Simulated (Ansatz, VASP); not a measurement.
# Cross-check of GaAs (GaAs (F-43m)) between VASP and Ansatz, part 2 of 2

Wanted: the spread between two codes on one cell, functional and k mesh. The cell is taken from a series of runs on this material, whose earlier steps may have relaxed, scaled, displaced or heated it; both programs get it as it stands.

VASP 6.6.1 and Ansatz 0.2.0.

So far: Starting point; VASP: relaxation of cell and atoms, r2SCAN.

## (3) Ansatz: relaxation of cell and atoms, r2SCAN

Level of this step: Ansatz beside VASP: Kohn-Sham DFT, plane waves, r2SCAN (Ansatz).

Ansatz runs on its PAW soft_1 files.

The same cell, functional and mesh now go to Ansatz.

input.yaml reads:

```yaml
crystal:
  lattice:
    - [0.0, 2.83, 2.83]
    - [2.83, 0.0, 2.83]
    - [2.83, 2.83, 0.0]
  atoms:
    - { symbol: Ga, position: [0.0, 0.0, 0.0] }
    - { symbol: As, position: [0.25, 0.25, 0.25] }
basis:
  ecutwfc: 500
  xc_grid: 2
hamiltonian:
  xc: r2scan
  pseudopotentials: { kind: paw, azcp: { folder: soft_1 } }
kpoints:
  mp_grid: { grid: [9, 9, 9] }
scf:
  occupations: { method: fixed }
  max_iter: 100
relax:
  f_tol: 0.005
  max_steps: 60
  cell: {}
output:
  forces: true
  stress: true
checkpoint:
  write: "../cell.run"
  compress: false
  write_wavefunctions: false
  write_every: 100000
```

On the command line:

```
$ ansatz run input.yaml --threads 32 --pin off --max-ram 131891MiB --backend cuda --events-out ev --progress --plain --runs-dir out
```

Numbers of over 12 decimals in the logs are rounded to 6 here.

The program printed:

```text
Engine: ansatz 0.2.0, aarch64-unknown-linux-gnu
Pseudopotentials: kind: paw
Pseudopotential: Ga, paw, valence charge 13, recommended cutoff 500 eV (meta_gga), soft_1/Ga.paw.azcp
Pseudopotential: As, paw, valence charge 15, recommended cutoff 500 eV (meta_gga), soft_1/As.paw.azcp
Functional definition: r2SCAN
  parameter k0 = 0.174
  parameter k1 = 0.065
  parameter a1 = 4.9479
  exchange = r2scan_x(k0 = k0, k1 = k1, a1 = a1)
  correlation = r2scan_c
device memory: the entry about to start is reckoned to put 1.4 GiB on a device that reports 182.5 GiB free
GPU FFT provider: cuFFT
GPU libraries: cuBLAS 13.8.1, cuFFT 12.4.0, cuSOLVER 12.3.2
GPU matrix products: emulated (plane waves: as basis.precision tells), large ones in fixed point in workspaces of 1.00 GiB
Crystal: 2 atoms, lattice volume = 45.330 Å³
Basis set: ecut = 500 eV, 1139 PW (Γ), exchange–correlation on 60×60×60 points (8 copies of the dense FFT grid, shifted against one another)
Bands: 18, of which v1, the nominal top of the filled ones, is band 14 counted from 1 (13 counted from 0)
Symmetry: 24 space group operations
Space group: F-43m (ITA 216), of the structure as read, at distance tolerance 3.6e-5 Å
k-points: 35 of 729 (time reversal used)
Non-local potential: Ga, projectors of the file, l = 0: 2, l = 1: 2, l = 2: 3, l = 3: 1
Non-local potential: As, projectors of the file, l = 0: 2, l = 1: 2, l = 2: 3, l = 3: 1
PAW form: soft (Blöchl's): semilocal exchange-correlation on the pseudo side does not see the compensation charge
PAW frozen core: Ga, regenerated for the run's functional (the file was generated under x = pbe(κ = 0.804, μ = 0.219515), c = pbe(β = 0.066725))
PAW frozen core: As, regenerated for the run's functional (the file was generated under x = pbe(κ = 0.804, μ = 0.219515), c = pbe(β = 0.066725))
PAW one-centre angular grid: Ga, 590 points (default); XC on 160 Gauss nodes
PAW one-centre angular grid: As, 590 points (default); XC on 160 Gauss nodes
Initial density: superposition of atomic densities (chi_scale 0.1, normalization cell, long waves kept (reshape's long-wave potential 0.00 eV rms))
Initial wavefunctions: pseudopotential atomic-orbital guess
GPU buffer pool allocated for 27000 grid points (all kernels)
GPU transforms: local potential and band sums: pruned to the plane-wave sphere, on 30×30×30
Functional: x = r2scan, c = r2scan; τ floored in thin density (d = 2e-4 eV/Å³)
iter 1 solved again at ethr=2.01e-3 eV; its pass at ethr=3.10e-3 eV (dr2=5.64e-1 eV) is discarded
SCF iter   1: F=—  HF=-8655.770328 eV  |Δ(HF+E_count)|=         —  Δρ=4.89e-2  dr2=5.65e-1  dr2_τ=5.52e-3  Hψ=3714
preconditioner: auto → none  [insulator: Δε(μ)=0.811 eV  Ē_g=16.566 eV  n_scr=14 (ndim 8)  ℏωp=23.4 eV  f_vac=0.001  ε∞_Penn≈3.0]
SCF iter   2: F=—  HF=-8655.767774 eV  |Δ(HF+E_count)|=   2.55e-3  Δρ=2.14e-2  dr2=1.06e-1  dr2_τ=6.51e-4  Hψ=1029
SCF iter   3: F=—  HF=-8655.782620 eV  |Δ(HF+E_count)|=   1.48e-2  Δρ=7.26e-3  dr2=1.35e-2  dr2_τ=1.45e-4  Hψ=1026
SCF iter   4: F=—  HF=-8655.771904 eV  |Δ(HF+E_count)|=   1.07e-2  Δρ=7.88e-4  dr2=1.07e-4  dr2_τ=3.72e-6  Hψ=1177
SCF iter   5: F=—  HF=-8655.771928 eV  |Δ(HF+E_count)|=   2.34e-5  Δρ=3.02e-4  dr2=1.66e-5  dr2_τ=5.07e-7  Hψ=1128
SCF iter   6: F=—  HF=-8655.771990 eV  |Δ(HF+E_count)|=   6.24e-5  Δρ=5.53e-5  dr2=6.31e-7  dr2_τ=1.04e-8  Hψ=1034
SCF iter   7: F=-8655.771991 eV  HF=-8655.771991 eV  |Δ(HF+E_count)|=   5.06e-7  Δρ=8.26e-6  dr2=2.37e-8  dr2_τ=8.14e-10  Hψ=2264
SCF 1 converged in 7 iterations: F = -8655.771991 eV  dr2 = 2.37e-8
  greatest PAW one-centre occupation: 0.999 electrons in one spin orbital (limit 2), on the As atom at site 1 (counted from 0), in its partial waves of l = 2
relax step   1: F+E_penalty+E_count = -8655.77199063 eV  Δ(F+E_penalty+E_count) = +0.000e0 eV  max|allowed force component| = 7.373e-18 eV/Å  Δτ_max = 0.0000 Å  P = +0.213 GPa  Ω = 45.330 Å³  (7 SCF iters, dr2 threshold 1.00e-7 eV, accepted)
[...]
relax step   2: F+E_penalty+E_count = -8655.77204769 eV  Δ(F+E_penalty+E_count) = -5.706e-5 eV  max|allowed force component| = 1.735e-17 eV/Å  Δτ_max = 0.0000 Å  P = +0.028 GPa  Ω = 45.445 Å³  energy of the carried Pulay correction = -2.871e-5 eV  (4 SCF iters, dr2 threshold 1.13e-7 eV, accepted)
[...]
relax step   3: F+E_penalty+E_count = -8655.77206682 eV  Δ(F+E_penalty+E_count) = -1.913e-5 eV  max|allowed force component| = 1.746e-17 eV/Å  Δτ_max = 0.0000 Å  P = +0.028 GPa  Ω = 45.445 Å³  stress off target by 2.84e-2 GPa  SCF on the basis re-selected at this cell (its energy is not comparable with the rows above)  (5 SCF iters)
basis re-selected at this cell: Δ(F+E_penalty+E_count) = -1.913e-5 eV, ΔP = +0.000 GPa vs the last step (what re-selecting the basis moved, of the pressure what is left beyond the Pulay correction that the steps carried, after the strain that the cell walked since its last selection, with what the two solves' SCF thresholds leave and, on support functions, any second-order correction that the steps lacked; it is no m
SCF converged after 5 iterations
Free energy (F): -8655.772067 eV
Harris-Foulkes:  -8655.772067 eV  (|F-HF|=5.46e-12)
Internal energy: -8655.772067 eV  (E = F + TS)
E sigma→0 (E₀):  -8655.772067 eV
Fermi energy:    7.597304 eV
--- Per-component energies (eV) ---
  E_band       = -340.368628
  E_kinetic    = 208.814659
  E_local      = -3669.515305  (includes V_loc(G=0)·N_el)
  E_nonlocal   = -484.158293
  E_hartree    = 2139.429594
  E_xc         = -123.556128
  E_vxc        = -135.927824  (∫ρ·V_xc dr)
  E_paw        = -4031.216932  (= ΣΔE_a)
  E_vpaw       = -545.567581  (= ΣTr[D̂ρ^β])
  E_aug_tail   = 0.000052  (compensation charges beyond the density's cutoff)
  E_vtau       = 7.126443  (kinetic-family band-sum trace: ∫τ·v_τ [+ j·A + Jᵃ·Aᵃ] dr)
  E_ewald      = -2693.459253
  E_core_change = -2.110460  (= ΣΔE_core)
  E_smearing   = -0.000000  (= −TS)
  E_closure    = -0.000000  (closes the sum)
  Σ components = -8655.772067   (vs F -8655.772067, Δ=0.00e0)
--- Forces (eV/Å), atoms counted from 1 ---
  atom   1  Ga     0.00000000     0.00000000     0.00000000
  atom   2  As    -0.00000000    -0.00000000    -0.00000000
  max |Σ_I F_I| component: 2.99e-17 eV/Å
--- Stress (GPa, compression-positive) ---
        0.028415       0.000000       0.000000
        0.000000       0.028415       0.000000
        0.000000       0.000000       0.028415
  P = ⅓ Tr σ = 0.0284 GPa (0.284 kbar)
--- Band table (eV; the first three rows and the last of 35) ---
  k-point 0: bands = ["-28.2089", "-28.2089", "-28.2089", "-28.1970", "-28.1970", "-7.6062", "-7.6062", "-7.6062", "-7.5191", "-7.5191", "-5.5638", "7.5973", "7.5973", "7.5973", "8.5695", "11.6493", "
  k-point 1: bands = ["-28.2089", "-28.2088", "-28.2088", "-28.1970", "-28.1970", "-7.6185", "-7.6032", "-7.6032", "-7.5192", "-7.5192", "-5.4123", "5.9509", "7.4023", "7.4023", "9.5031", "11.9419", "
  k-point 2: bands = ["-28.2088", "-28.2085", "-28.2085", "-28.1969", "-28.1969", "-7.6465", "-7.5961", "-7.5961", "-7.5190", "-7.5190", "-4.9834", "3.9043", "7.0028", "7.0028", "9.4951", "12.4591", "
  k-point 34: bands = ["-28.2088", "-28.2081", "-28.2070", "-28.1971", "-28.1963", "-7.7134", "-7.5722", "-7.5600", "-7.5304", "-7.5147", "-2.9903", "0.9106", "3.8735", "4.5125", "12.1764", "12.4870",
--- Relaxed structure (2 steps of the walk, 2 accepted, 1 SCFs on fresh bases) ---
  F+E_penalty+E_count = -8655.77206682 eV   max|allowed force component| = 1.746e-17 eV/Å   (the final SCF, on the basis selected at the relaxed cell)
  cell:  # Å, volume = 45.4448 Å³
    - [0, 2.832379, 2.832379]
    - [2.832379, 0, 2.832379]
    - [2.832379, 2.832379, 0]
  atoms:
    - { symbol: Ga, position: [0, 0, 0] }
    - { symbol: As, position: [0.250000, 0.250000, 0.250000] }
```

## (4) Side by side

Known differences besides the potentials themselves: VASP keeps PBE cores, Ansatz makes them for the functional; fixed occupations in Ansatz, narrow Gaussian smearing in VASP; the data sets hold 28 valence electrons in Ansatz (on its PAW soft_1 files) and 18 in VASP; the cutoff is 500 eV in Ansatz and 550 eV in VASP; Ansatz adds a Pulay correction to the stress that steers its cell, VASP none. Total energies have different zeros and are not compared.

Compared:

```csv
quantity,Ansatz,VASP,difference
volume (Å³),45.44,45.53,-0.18 %
"edge a after relaxation, in the typed setting (Å)",4.006,4.008,-0.06 %
```

## (5) Outcome

```yaml
difference_in_volume_relaxation_of_cell_and_atoms_r2scan: -0.18 %
```

What this shows: The difference in volume is -0.18 % (relaxation of cell and atoms, r2SCAN), within the 1.2 % picked in this series as the mark of a large difference, as far as the stopping tolerances let one tell. The data sets hold unlike numbers of valence electrons (28 in Ansatz and 18 in VASP), so part of the differences comes from the potentials. Such differences can come from data sets, numerical settings and the points named under the comparisons, not from the functional's error against experiment.

[Lines on the potential files, build, host, timing and source positions are cut from VASP's logs without a mark.]

[Logs are printed without paths, hosts, clocks, repeated set-up lines and the standing remarks that a program may print on its own settings, such as how far it seeks lower states.]

[Hosts, paths, dates, database ids (printed as entryN), source tags and the programs' standing remarks are cut or masked in the printed files.]
